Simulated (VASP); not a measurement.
Output of a VASP run:

**OUTCAR**
```
 ion  position               nearest neighbor table
   1  0.000  0.000  0.000-   2 2.78   2 2.78   2 2.78   2 2.78
   2  0.250  0.250  0.250-   1 2.78   1 2.78   1 2.78   1 2.78
  LATTYP: Found a face centered cubic cell.
 ALAT       =     6.4089084572
 Subroutine PRICEL returns:
 Original cell was already a primitive cell.
 Subroutine GETGRP returns: Found 24 space group operations
The static configuration has the point symmetry T_d .
The dynamic configuration has the point symmetry T_d .
 Subroutine INISYM returns: Found 24 space group operations
 Subroutine IBZKPT returns following result:
 Found     47 irreducible k-points:

 Following reciprocal coordinates:
            Coordinates               Weight
  0.000000  0.000000  0.000000      1.000000
  0.100000  0.000000  0.000000      8.000000
  0.200000  0.000000  0.000000      8.000000
  0.300000  0.000000  0.000000      8.000000
  0.400000  0.000000  0.000000      8.000000
  0.500000  0.000000  0.000000      4.000000
  0.100000  0.100000  0.000000      6.000000
  0.200000  0.100000  0.000000     24.000000
  0.300000  0.100000  0.000000     24.000000
  0.400000  0.100000  0.000000     24.000000
  0.500000  0.100000  0.000000     24.000000
 -0.400000  0.100000  0.000000     24.000000
 -0.300000  0.100000  0.000000     24.000000
 -0.200000  0.100000  0.000000     24.000000
 -0.100000  0.100000  0.000000     12.000000
  0.200000  0.200000  0.000000      6.000000
  0.300000  0.200000  0.000000     24.000000
  0.400000  0.200000  0.000000     24.000000
  0.500000  0.200000  0.000000     24.000000
 -0.400000  0.200000  0.000000     24.000000
 -0.300000  0.200000  0.000000     24.000000
 -0.200000  0.200000  0.000000     12.000000
  0.300000  0.300000  0.000000      6.000000
  0.400000  0.300000  0.000000     24.000000
  0.500000  0.300000  0.000000     24.000000
 -0.400000  0.300000  0.000000     24.000000
 -0.300000  0.300000  0.000000     12.000000
  0.400000  0.400000  0.000000      6.000000
  0.500000  0.400000  0.000000     24.000000
 -0.400000  0.400000  0.000000     12.000000
  0.500000  0.500000  0.000000      3.000000
  0.300000  0.200000  0.100000     24.000000
  0.400000  0.200000  0.100000     48.000000
  0.500000  0.200000  0.100000     48.000000
 -0.400000  0.200000  0.100000     24.000000
  0.400000  0.300000  0.100000     24.000000
  0.500000  0.300000  0.100000     48.000000
 -0.400000  0.300000  0.100000     48.000000
 -0.300000  0.300000  0.100000     48.000000
 -0.200000  0.300000  0.100000     24.000000
   k-points           NKPTS =     47   k-points in BZ     NKDIM =     47   number of bands    NBANDS=     13
   number of dos      NEDOS =    301   number of ions     NIONS =      2
   total plane-waves  NPLWV =  46656
   dimension x,y,z NGX =    36 NGY =   36 NGZ =   36
   dimension x,y,z NGXF=    72 NGYF=   72 NGZF=   72
   ions per type =               1   1
   PREC   = accura    normal or accurate (medium, high low for compatibility)
   ISTART =      0    job   : 0-new  1-cont  2-samecut
   ICHARG =      2    charge: 1-file 2-atom 10-const
   ISPIN  =      1    spin polarized calculation?
   LNONCOLLINEAR =      F non collinear calculations
   LSORBIT =      F    spin-orbit coupling
   INIWAV =      1    electr: 0-lowe 1-rand  2-diag
   ENCUT  =  520.0 eV  38.22 Ry    6.18 a.u.   8.43  8.43  8.43*2*pi/ulx,y,z
   NELM   =    100;   NELMIN=  2; NELMDL= -5     # of ELM steps
   EDIFF  = 0.1E-06   stopping-criterion for ELM
   LREAL  =      F    real-space projection
   NLSPLINE    = F    spline interpolate recip. space projectors
   LMAXMIX     =    4 max onsite mixed and CHGCAR
   VOSKOWN=      0    Vosko Wilk Nusair interpolation
   EDIFFG = 0.1E-05   stopping-criterion for IOM
   NSW    =      0    number of steps for IOM
   NBLOCK =      1;   KBLOCK =      1    inner block; outer block
   IBRION =     -1    ionic relax: 0-MD 1-quasi-New 2-CG
...
```

OSZICAR:
```
       N       E                     dE             d eps       ncg     rms          rms(c)
DAV:   1     0.112750532894E+03    0.11275E+03   -0.81318E+03  1222   0.140E+03
DAV:   2     0.455973592254E+00   -0.11229E+03   -0.10969E+03  1287   0.314E+02
DAV:   3    -0.675968919196E+01   -0.72157E+01   -0.71794E+01  1617   0.868E+01
DAV:   4    -0.695909493569E+01   -0.19941E+00   -0.19927E+00  1438   0.168E+01
DAV:   5    -0.696915670354E+01   -0.10062E-01   -0.10062E-01  1830   0.311E+00    0.441E+00
DAV:   6    -0.686611616605E+01    0.10304E+00   -0.18229E-01  1672   0.763E+00    0.256E+00
DAV:   7    -0.685016561715E+01    0.15951E-01   -0.82605E-02  1614   0.321E+00    0.665E-01
DAV:   8    -0.685103279929E+01   -0.86718E-03   -0.85122E-03  1589   0.130E+00    0.295E-01
DAV:   9    -0.685161072933E+01   -0.57793E-03   -0.88965E-04  1392   0.292E-01    0.881E-02
DAV:  10    -0.685169815700E+01   -0.87428E-04   -0.71093E-05  1522   0.725E-02    0.376E-02
DAV:  11    -0.685173890523E+01   -0.40748E-04   -0.70450E-05  1282   0.700E-02    0.194E-02
DAV:  12    -0.685173983001E+01   -0.92477E-06   -0.11901E-06  1629   0.102E-02    0.466E-03
DAV:  13    -0.685173997769E+01   -0.14769E-06   -0.16907E-06  1312   0.102E-02    0.227E-03
DAV:  14    -0.685173997953E+01   -0.18306E-08   -0.22154E-08  1151   0.121E-03
   1 F= -.75413286E+01 E0= -.75413597E+01  d E =0.933888E-04
```

### OUTCAR
```
------------------------ aborting loop because EDIFF is reached ----------------------------------------
 Edisp (eV)   -0.68959
  FORCE on cell =-STRESS in cart. coord.  units (eV):
  Direction    XX          YY          ZZ          XY          YZ          ZX
  --------------------------------------------------------------------------------------
  Total       1.23744     1.23744     1.23744     0.00000     0.00000     0.00000
  in kB      30.12612    30.12612    30.12612     0.00000     0.00000     0.00000
  external pressure =       30.13 kB  Pullay stress =        0.00 kB
  volume of cell :       65.81
      direct lattice vectors                 reciprocal lattice vectors
     0.000000000  3.204454229  3.204454229    -0.156032811  0.156032811  0.156032811
     3.204454229  0.000000000  3.204454229     0.156032811 -0.156032811  0.156032811
     3.204454229  3.204454229  0.000000000     0.156032811  0.156032811 -0.156032811
  FREE ENERGIE OF THE ION-ELECTRON SYSTEM (eV)
  ---------------------------------------------------
  free  energy   TOTEN  =        -7.5413286198 eV

  energy  without entropy=       -7.5414220086  energy(sigma->0) =       -7.54135975
```
(Selected blocks of OUTCAR.)

POSCAR:
```
InSb
1
    0.0000000000     3.2044542286     3.2044542286
    3.2044542286     0.0000000000     3.2044542286
    3.2044542286     3.2044542286     0.0000000000
In Sb
1 1
Direct
  1.0000000000   0.0000000000   0.0000000000
  0.2500000000   0.2500000000   0.2500000000
```

**Question.** Write an INCAR and KPOINTS that could have produced this output.

**Answer.** One answer among several that fit: the input of the run itself, PBE GGA with D3 dispersion (Becke-Johnson damping), plane waves, VASP's PBE PAW potentials (set 64).

### KPOINTS
```
Regular mesh
0
Gamma
  10 10 10
0 0 0
```

**INCAR**
```
LWAVE = .FALSE.
SYSTEM = InSb
NELM = 100   # most electronic steps
LASPH = .TRUE.
ISMEAR = 1
PREC = Accurate
LCHARG = .FALSE.
ISIF = 2   # forces and stress, cell fixed
IVDW = 12   # D3, Becke-Johnson
SIGMA = 0.1   # width (eV)
EDIFF = 1E-7   # SCF stop (eV)
GGA = PE   # PBE
LMAXMIX = 4   # l cut-off of mixed one-centre charges
ENCUT = 520   # plane-wave cut-off (eV)
LREAL = .FALSE.
ALGO = Normal
```

POTCAR, in this order: In_d Sb (PBE.64 set). Program: vasp_std.

The compound is InSb in the zinc blende structure. This cell is one point of a volume scan, at 0.94 of the reference volume.
